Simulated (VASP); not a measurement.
Consider the following.

```
Cu5Tm
1.0
    0.00000     3.43891     3.43891
    3.43891     0.00000     3.43891
    3.43891     3.43891     0.00000
Tm Cu
1 5
Cartesian
  0.00000   0.00000   0.00000
  1.71945   1.71945   1.71945
  4.29215   4.29215   4.29215
  4.29215   2.58567   2.58567
  2.58567   2.58567   4.29215
  2.58567   4.29215   2.58567
```

Level of theory: PBEsol GGA, VASP's PBE PAW potentials (set 64) (plane waves; VASP). Settings: 400 eV cut-off, Gaussian smearing of 0.050 eV, potentials Tm_3 Cu.

The 4f electrons are frozen in the core of the lanthanide potential, so 4f levels, which can set the real gap, and their magnetism are missing.

Q: Estimate the band gap (along the path) with the smallest direct gap where there is one.

A: 
* **band gap (along the path)**: none (metal, semimetal or under 0.01 eV)

Only differences to runs with the same potentials and settings are physical.

The structure comes from a computed database's TmCu5 entry (F-43m); how it stands against other phases isn't given here. It was relaxed first.
